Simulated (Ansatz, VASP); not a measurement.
**One calculation of Zn2B, two programs**

File INCAR:

```
PREC     = Accurate       # precision mode
ENCUT    = 600            # plane-wave cutoff, eV
EDIFF    = 1E-6           # SCF threshold, eV
ISMEAR   = 0              # smearing method
SIGMA    = 0.1            # smearing width, eV
LREAL    = F              # projectors in reciprocal space
LASPH    = T              # aspherical terms in the spheres
NELM     = 80             # most SCF steps
ALGO     = Normal         # electronic algorithm
ISIF     = 3              # what is computed and relaxed
LWAVE    = F              # write WAVECAR
LCHARG   = F              # write CHGCAR
GGA      = PE             # functional
IBRION   = 2              # ionic algorithm
NSW      = 100            # ionic steps
EDIFFG   = -0.01          # ionic threshold
```

KPOINTS

```
Automatic mesh
0
Gamma
  16 16 16
```

File POSCAR:

```
Zn2B
1.0
    0.0000000000      2.6454066627      2.6454066627
    2.6454066627      0.0000000000      2.6454066627
    2.6454066627      2.6454066627      0.0000000000
Zn B
2 1
Direct
    0.2500000000      0.2500000000      0.2500000000
    0.7500000000      0.7500000000      0.7500000000
    0.5000000000      0.5000000000      0.5000000000
```

Input for Ansatz:

```yaml
crystal:
  lattice:
    - [0.0, 2.6454066627, 2.6454066627]
    - [2.6454066627, 0.0, 2.6454066627]
    - [2.6454066627, 2.6454066627, 0.0]
  atoms:
    - { symbol: Zn, position: [0.25, 0.25, 0.25] }
    - { symbol: Zn, position: [0.75, 0.75, 0.75] }
    - { symbol: B, position: [0.5, 0.5, 0.5] }
basis:
  ecutwfc: 420
kpoints:
  mp_grid: { grid: [16, 16, 16] }
hamiltonian:
  xc: pbe
scf:
  occupations: { method: gaussian, width: 0.1 }
output:
  forces: true
  stress: true
  eigenvalues: true
relax:
  adjacent_minimum: "off"
  f_tol: 0.01
  max_steps: 80
  cell: { stress_tol: 0.05 }
```

Alike in both runs: task relaxation of cell and atoms; functional PBE; k mesh 16 × 16 × 16; occupations gaussian, width 0.1 eV; no spin polarisation.

|  | VASP | Ansatz |
| --- | --- | --- |
| version | VASP 6.6.1 | Ansatz 0.2.0 |
| potentials or method | VASP PAW PBE potentials, release 64 (Zn, B) | scalar-relativistic, plane waves, PAW |
| plane-wave cutoff (eV) | 600 | 420 |
| valence electrons in the cell | 27 | 27 |

|  | VASP | Ansatz | Ansatz less VASP |
| --- | --- | --- | --- |
| gap on the k mesh at the Fermi level, each at its own relaxed structure (eV) | none | none | - |
| relaxed volume (Å³/atom) | 12.39 | 12.35 | -0.044 |
| relaxed cell length with the largest relative difference (Å) | 3.746 | 3.742 | -0.0044 |

A gap of «none» marks a metal or a gap that the smearing closes.
